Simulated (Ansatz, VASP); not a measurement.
**HfO2 (1T-HfO2 monolayer) in two plane-wave programs**

Aim: how closely do two programs agree when they are given the same cell, functional and k mesh? The structure shown is the start of the Ansatz relaxation below; VASP solves that cell, so the two are compared at the walk's first step.

Calculated with Ansatz 0.2.0; plane waves, with VASP 6.6.1 beside it; single point at PBE with D3(BJ).

### Step 1. The starting structure

The cell holds 3 atoms: 2 O and 1 Hf. Cell: a = 3.240 Å, b = 3.240 Å, c = 28.837 Å, α = 90.0°, β = 90.0°, γ = 120.0°. Vacuum lies along c. The height across the vacuum is the one that the program set for its solve, not the one typed.

As a file:

```cif
data_structure
_symmetry_space_group_name_H-M 'P 1'
_symmetry_Int_Tables_number 1
_cell_length_a 3.2400
_cell_length_b 3.2400
_cell_length_c 28.8372
_cell_angle_alpha 90.000
_cell_angle_beta 90.000
_cell_angle_gamma 120.000
_cell_volume 262.16
loop_
_atom_site_label
_atom_site_type_symbol
_atom_site_fract_x
_atom_site_fract_y
_atom_site_fract_z
_atom_site_occupancy
O1 O 0.66667 0.33333 0.31210 1
O2 O 0.33333 0.66667 0.39944 1
Hf3 Hf 0.00000 0.00000 0.35577 1
```

### Step 2. Ansatz: relaxation, PBE with D3(BJ)

Ansatz runs on its default PAW (the set named soft_2) files.

The two programs are compared at the cell with which this relaxation starts, whose forces are those of its first step.

Contents of input.yaml:

```yaml
crystal:
  lattice:
    - [3.24, 0.0, 0.0]
    - [-1.62, 2.8059223083, 0.0]
    - [0.0, 0.0, 20.5185908759]
  atoms:
    - { symbol: O, position: [0.6666666667, 0.3333333333, 0.4386266121] }
    - { symbol: Hf, position: [0.0, 0.0, 0.5] }
    - { symbol: O, position: [0.3333333333, 0.6666666667, 0.5613733879] }
  periodic: [true, true, false]
kpoints:
  mp_grid: { grid: [12, 12, 1] }
hamiltonian:
  xc: pbe
  dispersion: d3bj
scf:
  occupations: { method: fermi_dirac, width: 0.05 }
  convergence: { dr2_threshold: 1.0e-09 }
relax:
  f_tol: 0.004
  max_steps: 90
  cell: {}
output:
  write_potential: true
  write_density: true
  volumetric_format: npy
```

The run is started by

```console
$ ansatz run input.yaml --threads 2 --pin off --max-ram 3072MiB --backend cpu --events-out ev --progress --plain --runs-dir out
```

Numbers of over 12 decimals in the logs are rounded to 6 here.

The program printed:

```text
Warning: crystal.periodic: the lattice vector that does not repeat stood 0.000° off the slab's normal, 20.519 Å along it as the deck builds it. The run solves the slab on a vector along the normal, 28.837 Å long, with every atom where it was (on the deck's vector they left 18.00 Å outside them, and the widest stretch free of ions among them is 1.26 Å). A fractional position that the run reports is one of the run's ce [...]
Warning: relax.cell: scf.convergence.dr2_threshold = 1e-9 eV is looser than the 1.91430159925e-10 eV advised for a relaxation that steers and ends on the stress (1e-10 eV for each atom of the cell: 3, times the square of relax.cell.stress_2d_tol = 0.05 N/m over 12.5 Å (the atoms' height at the walk's start and 5 Å past either face), 3.994e-2 GPa, over a crystal's default 0.05). What an SCF threshold leaves in a stress goes as its square root, and in the free energy as the threshold itself, and one threshold admits the most on a small cell: [figures from the program's tests cut] Set scf.convergence.dr2_threshold to 1.91430159925e-10 eV or tighter. [rest of the remark cut]
crystal.periodic: the lattice vector that does not repeat stood 0.000° off the slab's normal, 20.519 Å along it as the deck builds it. The run solves the slab on a vector along the normal, 28.837 Å long, with every atom where it was (on the deck's vector they left 18.00 Å outside them, and the widest stretch free of ions among them is 1.26 Å). A fractional position that the run reports is one of the run's cell, which [...]
Engine: ansatz 0.2.0, x86_64-unknown-linux-gnu
Pseudopotentials: kind: paw
Pseudopotential: O, paw, valence charge 6, recommended cutoff 420 eV (normal), O.paw.azcp
Pseudopotential: Hf, paw, valence charge 26, recommended cutoff 420 eV (normal), Hf.paw.azcp
Functional definition: PBE
  parameter kappa = 0.804
  parameter beta = 0.066725
  exchange = pbe_x(kappa = kappa, mu = beta*pi^2/3)
  correlation = pbe_c(beta = beta)
Crystal: 3 atoms, lattice volume = 262.164 Å³
Basis set: ecut = 420 eV, 5221 PW (Γ), exchange–correlation on 48×48×400 points (8 copies of the dense FFT grid, shifted against one another)
Bands: 23, of which v1, the nominal top of the filled ones, is band 19 counted from 1 (18 counted from 0)
Symmetry: 12 space group operations
Space group: P-3m1 (ITA 164), of the structure as read, at distance tolerance 6.4e-5 Å
k-points: 19 of 144
[...]
SCF iter   2: F=—  HF=-16861.315135 eV  |F-HF|=—  |Δ(HF+E_count)|=   3.60e-6  Δρ=4.26e-5  dr2=5.68e-6  ethr=1.33e-7  ⟨swp⟩=3.0  Hψ=850  notcnv=0
SCF iter   3: F=—  HF=-16861.315137 eV  |F-HF|=—  |Δ(HF+E_count)|=   1.29e-6  Δρ=2.35e-5  dr2=1.42e-6  ethr=1.49e-8  ⟨swp⟩=3.0  Hψ=940  notcnv=0
SCF iter   4: F=—  HF=-16861.314993 eV  |F-HF|=—  |Δ(HF+E_count)|=   1.44e-4  Δρ=6.21e-6  dr2=5.32e-8  ethr=3.74e-9  ⟨swp⟩=3.0  Hψ=902  notcnv=0
SCF iter   5: F=—  HF=-16861.314993 eV  |F-HF|=—  |Δ(HF+E_count)|=   2.92e-8  Δρ=2.09e-6  dr2=8.41e-9  ethr=1.40e-10  ⟨swp⟩=3.5  Hψ=1061  notcnv=0
SCF iter   6: F=-16861.314993 eV  HF=-16861.314993 eV  |F-HF|=5.46e-11  |Δ(HF+E_count)|=   5.72e-9  Δρ=3.02e-7  dr2=9.90e-11  ethr=2.63e-12  ⟨swp⟩=10.2  Hψ=4181  notcnv=0
SCF 5 converged in 6 iterations: F = -16861.314993 eV  dr2 = 9.90e-11
relax step   5: F+E_penalty+E_count = -16861.31499315 eV  Δ(F+E_penalty+E_count) = -2.718e-4 eV  max|allowed force component| = 1.057e-3 eV/Å  Δτ_max = 0.0011 Å  P = -0.007 N/m  Ω = 262.565 Å³  energy of the carried Pulay correction = -2.652e-4 eV  fix = [c, alpha, beta]  reactions: c -0.000 N/m  (6 SCF iters, accepted)
Initial wavefunctions: pseudopotential atomic-orbital guess (no wavefunctions were taken with the density)
iter 1 solved again at ethr=6.55e-8 eV; its pass at ethr=3.10e-3 eV (dr2=2.49e-5 eV) is discarded
SCF iter   1: F=—  HF=-16861.315415 eV  |F-HF|=—  |Δ(HF+E_count)|=         —  Δρ=7.52e-6  dr2=2.01e-8  ethr=6.55e-8  ⟨swp⟩=6.7  Hψ=5339  notcnv=0
preconditioner: auto → Resta (q_TF=auto, 1.977 Å⁻¹)  ε∞=1.6  [insulator: Δε(μ)=4.837 eV  Ē_g=17.688 eV  σ=0.050 eV  W_gap=1.00  n_scr=18 (ndim 8)  ℏωp=13.7 eV  f_vac=0.831  D(μ)=0.00/eV (n_scr^D=0)  ε∞_Penn≈1.6  vacuum switching on, ρ_ref=2.3e-2 e/Å³]
SCF iter   2: F=—  HF=-16861.315302 eV  |F-HF|=—  |Δ(HF+E_count)|=   1.12e-4  Δρ=3.91e-6  dr2=1.53e-8  ethr=5.30e-11  ⟨swp⟩=4.9  Hψ=1520  notcnv=0
SCF iter   3: F=—  HF=-16861.315307 eV  |F-HF|=—  |Δ(HF+E_count)|=   4.32e-6  Δρ=2.25e-6  dr2=1.85e-9  ethr=4.01e-11  ⟨swp⟩=3.1  Hψ=870  notcnv=0
iter 4 met the thresholds in force, and the SCF goes on: an eigenvalue changes by 1.16 meV, over its tolerance of 1.14 meV (output.eigenvalues, Limitations)
SCF iter   4: F=-16861.315311 eV  HF=-16861.315309 eV  |F-HF|=1.34e-6  |Δ(HF+E_count)|=   2.73e-6  Δρ=9.39e-7  dr2=3.18e-10  ethr=2.63e-12  ⟨swp⟩=19.9  Hψ=4371  notcnv=0
iter 5 met the thresholds in force, and the SCF goes on: an eigenvalue changes by 1.39 meV, over its tolerance of 1.06 meV (output.eigenvalues, Limitations)
SCF iter   5: F=-16861.315311 eV  HF=-16861.315311 eV  |F-HF|=2.24e-7  |Δ(HF+E_count)|=   1.11e-6  Δρ=2.75e-7  dr2=7.50e-11  ethr=1.00e-12  ⟨swp⟩=10.0  Hψ=3422  notcnv=0
Mixer restart at iter 5: flushing history
SCF iter   6: F=-16861.315311 eV  HF=-16861.315311 eV  |F-HF|=2.33e-10  |Δ(HF+E_count)|=   2.24e-7  Δρ=3.02e-7  dr2=2.76e-10  ethr=1.00e-12  ⟨swp⟩=9.9  Hψ=3564  notcnv=0
SCF 6 converged in 6 iterations: F = -16861.315311 eV  dr2 = 2.76e-10
relax step   6: F+E_penalty+E_count = -16861.31531079 eV  Δ(F+E_penalty+E_count) = -3.176e-4 eV  max|allowed force component| = 1.032e-3 eV/Å  Δτ_max = 0.0000 Å  P = +0.008 N/m  Ω = 262.565 Å³  fix = [c, alpha, beta]  reactions: c +0.000 N/m  stress off target by 8.01e-3 N/m on what of the cell is left free  SCF on the basis re-selected at this cell (its energy is not comparable with the rows above)  (6 SCF iters)
basis re-selected at this cell: Δ(F+E_penalty+E_count) = -3.176e-4 eV, ΔP = +0.015 N/m vs the last step (what re-selecting the basis moved, of the pressure what is left beyond the Pulay correction that the steps carried, after the strain that the cell walked since its last selection, with what the two solves' SCF thresholds leave and, on support functions, any second-order correction that the steps lacked; it is no m [...]
WARN: The output density's exchange-correlation potential varies sharply where the density is thin. Do not read a vacuum level from v_tot or v_xc, or from such a field of the output density. On a cell that repeats whose density bears no net charge and no dipole along the vacuum's axis use v_es (v_loc + v_h of the components); under efield.dipole_correction with no amplitude use v_es + v_field, which holds any externa [...]
SCF converged after 6 iterations
an eigenvalue changed by more than its tolerance at an iteration that met the thresholds in force, so the SCF went on 2 times, its first undamped step at iteration 5: the last check found none over its tolerance
Free energy (F): -16861.315311 eV
Harris-Foulkes:  -16861.315311 eV  (|F-HF|=2.33e-10)
Internal energy: -16861.315311 eV  (E = F + TS)
E sigma→0 (E₀):  -16861.315311 eV
Fermi energy:    -5.424649 eV
--- Per-component energies (eV) ---
  E_band       = -817.359701
  E_kinetic    = 770.135331
  E_local      = -97469.999741  (includes V_loc(G=0)·N_el)
  E_nonlocal   = -1147.054509
  E_hartree    = 48064.942166
  E_xc         = -447.071609
  E_vxc        = -453.719366  (∫ρ·V_xc dr)
  E_paw        = -7243.289012  (= ΣΔE_a)
  E_vpaw       = 1353.390915  (= ΣTr[D̂ρ^β])
  E_aug_tail   = 0.004923  (compensation charges beyond the density's cutoff)
  E_ewald      = 40611.337960
  E_disp       = -0.320820  (pairwise vdW)
  E_smearing   = -0.000000  (= −TS)
  E_closure    = -0.000000  (closes the sum)
  Σ components = -16861.315311   (vs F -16861.315311, Δ=0.00e0)
--- Forces (eV/Å), atoms counted from 1 ---
  atom   1  O      0.00000000     0.00000000     0.00103155
  atom   2  Hf     0.00000000     0.00000000     0.00000000
  atom   3  O      0.00000000    -0.00000000    -0.00103155
  max |Σ_I F_I| component: 2.17e-19 eV/Å
--- 2D stress c σ (N/m, compression-positive) ---
        0.008010      -0.000000       0.000000
       -0.000000       0.008010      -0.000000
        0.000000      -0.000000       0.000000
  P = ½ c Tr σ = 0.0080 N/m
--- Band table (eV; the first three rows and the last of 19) ---
  k-point 0: bands = [... 15 lower, -11.0951, -8.4555, -8.0729, -8.0729, -2.7111, -2.7111, -2.3373, -0.5447]
  k-point 1: bands = [... 15 lower, -11.0130, -8.4273, -8.2967, -8.1753, -2.7218, -2.5455, -2.1232, -0.4765]
  k-point 2: bands = [... 15 lower, -10.8050, -9.0364, -8.4178, -8.1072, -2.7841, -2.1235, -1.6912, -0.3271]
  k-point 18: bands = [... 15 lower, -10.7142, -8.9599, -8.9599, -8.5221, -2.7746, -1.4492, -1.4492, 2.1781]
--- Relaxed structure (5 steps of the walk, 5 accepted, 1 SCFs on fresh bases) ---
  F+E_penalty+E_count = -16861.31531079 eV   max|allowed force component| = 1.032e-3 eV/Å   (the final SCF, on the basis selected at the relaxed cell)
  cell:  # Å, volume = 262.5651 Å³
    - [3.242476, 0, 0]
    - [-1.621238, 2.808067, 0]
    - [0, 0, 28.837182]
  atoms:
    - { symbol: O, position: [0.666667, 0.333333, 0.322012] }
    - { symbol: Hf, position: [0, 0, 0.355766] }
    - { symbol: O, position: [0.333333, 0.666667, 0.389520] }
```

### Step 3. VASP: single point, PBE with D3(BJ), start cell

The same cell, functional, mesh and smearing now go to VASP, with its own data sets.

Lines of VASP's logs that name or quote its potential files are left out, and so is its time.

Contents of INCAR:

```
SYSTEM = HfO2
PREC = Accurate
ENCUT = 520
EDIFF = 1E-06
NELM = 120
ISMEAR = -1
SIGMA = 0.05
LREAL = .FALSE.
ALGO = Normal
GGA = PE
IVDW = 12
NBANDS = 17
LASPH = .TRUE.
LORBIT = 11
LWAVE = .FALSE.
LCHARG = .FALSE.
ISIF = 2
LDIPOL = .TRUE.
IDIPOL = 3
DIPOL = 0.5 0.5 0.356
LVHAR = .TRUE.
GGA_COMPAT = .FALSE.
EFERMI = MIDGAP
NELMDL = -8
```

Contents of POSCAR:

```
HfO2
1.0
    3.2400000000      0.0000000000      0.0000000000
   -1.6200000000      2.8059220000      0.0000000000
    0.0000000000      0.0000000000     28.8371820000
O Hf
2 1
Direct
    0.6666666073      0.3333332145      0.3120970697
    0.3333333927      0.6666667855      0.3994353887
    0.0000000000      0.0000000000      0.3557662118
```

Contents of KPOINTS:

```
Automatic mesh
0
Gamma
12 12 1
0 0 0
```

The projector-augmented-wave data sets are O and Hf_pv (PBE family, release 64).

The run is started by

```console
$ mpirun -np 1 vasp_std
```

The program printed:

```text
[banner, memory and clock lines left out]
running    1 mpi-ranks, on    1 nodes
 distrk:  each k-point on    1 cores,    1 groups
 distr:  one band on    1 cores,    1 groups

 POSCAR found type information on POSCAR O Hf
 POSCAR found :  2 types and       3 ions
 LDA part: xc-table for (Slater+PW92), standard interpolation
 POSCAR, INCAR and KPOINTS ok, starting setup
 FFT: planning ... GRIDC
 FFT: planning ... GRID_SOFT
 FFT: planning ... GRID
 WAVECAR not read
 entering main loop
       N       E                     dE             d eps       ncg     rms          rms(c)
DAV:   1     0.137861201301E+03    0.13786E+03   -0.10072E+04   814   0.948E+02
DAV:   2    -0.119761273753E+02   -0.14984E+03   -0.14383E+03   901   0.205E+02
DAV:   3    -0.334328571138E+02   -0.21457E+02   -0.21371E+02   759   0.810E+01
DAV:   4    -0.338523071228E+02   -0.41945E+00   -0.41821E+00   999   0.124E+01
DAV:   5    -0.338567773345E+02   -0.44702E-02   -0.44677E-02   836   0.118E+00
DAV:   6    -0.338569035145E+02   -0.12618E-03   -0.12614E-03   954   0.177E-01
DAV:   7    -0.338569078222E+02   -0.43077E-05   -0.43065E-05   860   0.304E-02
DAV:   8    -0.338569080059E+02   -0.18373E-06   -0.18362E-06   874   0.607E-03    0.388E+01
DAV:   9    -0.289921253065E+02    0.48648E+01   -0.33727E+01   800   0.333E+01    0.423E+01
DAV:  10    -0.288933518156E+02    0.98773E-01   -0.13345E+00   818   0.700E+00    0.427E+01
DAV:  11    -0.291812362375E+02   -0.28788E+00   -0.16299E-01   901   0.330E+00    0.718E+01
DAV:  12    -0.285503751946E+02    0.63086E+00   -0.39843E+00   815   0.135E+01    0.168E+01
DAV:  13    -0.285118172080E+02    0.38558E-01   -0.14042E-01   863   0.259E+00    0.991E+00
DAV:  14    -0.285040065160E+02    0.78107E-02   -0.21541E-02   870   0.102E+00    0.248E+00
[...]
DAV:  22    -0.285029776591E+02   -0.33306E-04   -0.12363E-06   787   0.510E-03    0.125E-02
DAV:  23    -0.285030037605E+02   -0.26101E-04   -0.47120E-07   731   0.259E-03    0.799E-03
DAV:  24    -0.285030083943E+02   -0.46337E-05   -0.30055E-07   747   0.231E-03    0.245E-03
DAV:  25    -0.285030173151E+02   -0.89208E-05   -0.17720E-07   641   0.162E-03    0.568E-03
DAV:  26    -0.285030225053E+02   -0.51902E-05   -0.15546E-07   644   0.128E-03    0.332E-04
DAV:  27    -0.285030237520E+02   -0.12467E-05   -0.19476E-08   651   0.607E-04    0.808E-04
DAV:  28    -0.285030251055E+02   -0.13535E-05   -0.32495E-08   663   0.531E-04    0.778E-05
DAV:  29    -0.285030255720E+02   -0.46643E-06   -0.62140E-09   617   0.276E-04
   1 F= -.28814120E+02 E0= -.28814120E+02  d E =-.502589E-14
```

Parts of OUTCAR (step 3):

```text
ion  position               nearest neighbor table
   1  0.667  0.333  0.312-   3 2.25   3 2.25   3 2.25
   2  0.333  0.667  0.399-   3 2.26   3 2.26   3 2.26
   3  0.000  0.000  0.356-   1 2.25   1 2.25   1 2.25   2 2.26   2 2.26   2 2.26

  LATTYP: Found a hexagonal cell.
 ALAT       =     3.2400000000
 C/A-ratio  =     8.9003648148

 Subroutine GETGRP returns: Found 12 space group operations
 (whereof  6 operations were pure point group operations)

The static configuration has the point symmetry C_3v.
 The point group associated with its full space group is D_3d.

 Found     19 irreducible k-points:

   k-points           NKPTS =     19   k-points in BZ     NKDIM =     19   number of bands    NBANDS=     17

   dimension x,y,z NGX =    24 NGY =   24 NGZ =  216
   dimension x,y,z NGXF=    48 NGYF=   48 NGZF=  432

   ENCUT  =  520.0 eV  38.22 Ry    6.18 a.u.   6.02  6.02 53.62*2*pi/ulx,y,z

   NELECT =      22.0000    total number of electrons

 k-points in reciprocal lattice and weights: Automatic mesh
   0.00000000  0.00000000  0.00000000       0.007
   0.08333333 -0.00000000  0.00000000       0.042
   0.16666667 -0.00000000  0.00000000       0.042
   0.25000000 -0.00000000  0.00000000       0.042
   0.33333333 -0.00000000  0.00000000       0.042
   0.41666667  0.00000000  0.00000000       0.042
   0.50000000 -0.00000000  0.00000000       0.021
   0.08333333  0.08333333  0.00000000       0.042
   0.16666667  0.08333333  0.00000000       0.083
[...]
0.33333333  0.25000000  0.00000000       0.083
   0.33333333  0.33333333  0.00000000       0.014

 dipolmoment           0.000000      0.000000     -0.000003 electrons x Angstroem

 average (electrostatic) potential at core
       1 -80.3892       2 -80.3893       3 -48.7486

 E-fermi :  -5.6725

 k-point     1 :       0.0000    0.0000    0.0000
  band No.  band energies     occupation
    ...
      7      -9.3452      2.00000
      8      -9.3452      2.00000
      9      -7.6347      2.00000
     10      -7.2946      2.00000
     11      -7.2946      2.00000
     12      -2.8106      0.00000
     13      -2.8106      0.00000
     14      -2.1892      0.00000
     15      -1.9143      0.00000
     16       0.7743      0.00000
    ...

 k-point     2 :       0.0833   -0.0000    0.0000
  band No.  band energies     occupation
    ...
      7      -9.4371      2.00000
      8      -9.2920      2.00000
      9      -7.5860      2.00000
     10      -7.5145      2.00000
     11      -7.3760      2.00000
     12      -2.9163      0.00000
     13      -2.6705      0.00000
     14      -2.1739      0.00000
     15      -1.6115      0.00000
     16       0.3055      0.00000
    ...

 k-point     3 :       0.1667   -0.0000    0.0000
  band No.  band energies     occupation
    ...
      7      -9.5782      2.00000
      8      -9.1615      2.00000
      9      -8.2076      2.00000
     10      -7.5624      2.00000
     11      -7.3509      2.00000
     12      -3.1917      0.00000
     13      -2.2929      0.00000
     14      -2.0756      0.00000
     15      -0.9163      0.00000
     16       0.1111      0.00000
    ...

 Edisp (eV)   -0.31109

  Total      -4.80199    -4.80199   -10.64872    -0.00000     0.00000     0.00000
  in kB     -29.34663   -29.34663   -65.07803    -0.00000     0.00000     0.00000
  external pressure =      -41.26 kB  Pullay stress =        0.00 kB

  energy-cutoff  :      520.00
  volume of cell :      262.16
      direct lattice vectors                 reciprocal lattice vectors
     3.240000000  0.000000000  0.000000000     0.308641975  0.178194547  0.000000000
    -1.620000000  2.805922000  0.000000000     0.000000000  0.356389094  0.000000000
     0.000000000  0.000000000 28.837182000     0.000000000  0.000000000  0.034677452

 POSITION                                       TOTAL-FORCE (eV/Angst)
 -----------------------------------------------------------------------------------
      1.62000      0.93531      9.00000        -0.000000     -0.000000      4.209439
     -0.00000      1.87062     11.51859         0.000000      0.000000     -4.209439
      0.00000      0.00000     10.25929        -0.000000     -0.000000      0.000000
 -----------------------------------------------------------------------------------
    total drift:                                0.000000      0.000000     -0.001560

  FREE ENERGIE OF THE ION-ELECTRON SYSTEM (eV)
  ---------------------------------------------------
  free  energy   TOTEN  =       -28.8141195554 eV

  energy  without entropy=      -28.8141195554  energy(sigma->0) =      -28.81411956

 vacuum level on the upper side and lower side of the slab         1.567         1.567

 total charge
# of ion       s       p       d       tot
------------------------------------------
    1        1.572   3.357   0.000   4.929
    2        1.572   3.357   0.000   4.929
    3        0.286   6.493   1.294   8.073
--------------------------------------------------
tot          3.430  13.206   1.294  17.930

[... 3 further parts left out ...]
```

### Step 4. Side by side

Known differences besides the potentials themselves: Ansatz cuts the interaction across the vacuum, VASP repeats the sheet with a dipole correction; the data sets hold 38 valence electrons in Ansatz (on its default PAW (the set named soft_2) files) and 22 in VASP; the cutoff is 420 eV in Ansatz and 520 eV in VASP. Total energies have different zeros and are not compared.

Forces (eV/Å; atoms numbered as in POSCAR):

| atom | Ansatz x, y, z | VASP x, y, z |
| --- | --- | --- |
| O1 | 0.000, 0.000, 4.062 | 0.000, 0.000, 4.209 |
| O2 | 0.000, 0.000, -4.062 | 0.000, 0.000, -4.209 |
| Hf3 | 0.000, 0.000, 0.000 | 0.000, 0.000, 0.000 |

The forces differ by 70 meV/Å r.m.s., which is 3.5 % of the r.m.s. force of 1.984 eV/Å (both taken over all components). With vacuum in the cell, a pressure given here is an average over mostly empty space and none of the material.

### Step 5. Results

```json
{"r.m.s. force difference (single point, PBE with D3(BJ), start cell)": "3.5 % of the r.m.s. force"}
```

The r.m.s. force difference is 3.5 % of the r.m.s. force (single point, PBE with D3(BJ), start cell), beyond the 3 % picked in this series as the mark of a large difference. The data sets hold unlike numbers of valence electrons (38 in Ansatz and 22 in VASP), so part of the differences comes from the potentials. What causes the difference of the single point, PBE with D3(BJ), start cell pair stays open here. 1 further run of this series is not shown here. How closely two codes agree says nothing of how well the functional describes the real material.

[Lines on the potential files, build, host, timing and source positions are cut from VASP's logs without a mark.]

[Logs are printed without paths, hosts, clocks, repeated set-up lines and the standing remarks that a program may print on its own settings, such as how far it seeks lower states.]

[Hosts, paths, dates, database ids (printed as entryN), source tags and the programs' standing remarks are cut or masked in the printed files.]
